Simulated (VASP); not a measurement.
The input files of a VASP run:

File KPOINTS:
```
Automatic mesh
0
Gamma
4 4 4
0 0 0
```

### INCAR
```
SYSTEM=Zn4STe3
PREC=Accurate; ENCUT=400; LREAL=F
LASPH=T
EDIFF=1E-7; NELM=100; ALGO=Normal
LMAXMIX=4
ISMEAR=-5
GGA=PS
ISIF=2
LWAVE=F; LCHARG=T; LORBIT=11
NEDOS=601
LEFG=T
```

File POSCAR:
```
Zn4STe3
1
    5.8886339427     0.0000000000     0.0000000000
    0.0000000000     5.8886339427     0.0000000000
    0.0000000000     0.0000000000     5.8886339427
Zn Te S
4 3 1
Direct
  0.0165674375   0.9834325625   0.9834325625
  0.4834325625   0.5165674375   0.9834325625
  0.4834325625   0.9834325625   0.5165674375
  0.0165674375   0.5165674375   0.5165674375
  0.2500000000   0.2500000000   0.2500000000
  0.7500000000   0.7500000000   0.2500000000
  0.7500000000   0.2500000000   0.7500000000
  0.2500000000   0.7500000000   0.7500000000
```

POTCAR, in this order: Zn Te S (PBE.64 set). Program: vasp_std.

### Question
Translate this PBEsol calculation to Quantum ESPRESSO's pw.x.

### Answer
One equivalent input (not run):
```
&CONTROL
  calculation = 'scf'
  pseudo_dir = './pseudo'
  outdir = './out'
  tprnfor = .true.
  tstress = .true.
/
&SYSTEM
  ibrav = 0
  nat = 8
  ntyp = 3
  ecutwfc = 84
  occupations = 'tetrahedra'
  input_dft = 'pbesol'
/
&ELECTRONS
  conv_thr = 7.3e-09
  electron_maxstep = 100
/
ATOMIC_SPECIES
  Zn 65.380 Zn.upf
  Te 127.600 Te.upf
  S 32.060 S.upf
CELL_PARAMETERS angstrom
     5.8886339    0.0000000    0.0000000
     0.0000000    5.8886339    0.0000000
     0.0000000    0.0000000    5.8886339
ATOMIC_POSITIONS crystal
  Zn   0.0165674  0.9834326  0.9834326
  Zn   0.4834326  0.5165674  0.9834326
  Zn   0.4834326  0.9834326  0.5165674
  Zn   0.0165674  0.5165674  0.5165674
  Te   0.2500000  0.2500000  0.2500000
  Te   0.7500000  0.7500000  0.2500000
  Te   0.7500000  0.2500000  0.7500000
  S    0.2500000  0.7500000  0.7500000
K_POINTS automatic
  4 4 4 0 0 0
```
Limits of the translation: the potentials are each code's own (VASP's PAW set, PseudoDojo norm-conserving files in pw.x), so ENCUT and ecutwfc are chosen apart and not converted; conv_thr bounds pw.x's estimated SCF error, while EDIFF bounds the energy change between steps; the field gradients of LEFG aren't asked of the other code.

The structure was generated: Zn4STe3 was put into an ordered model structure (P-43m), which need not be its known phase. It was relaxed first.
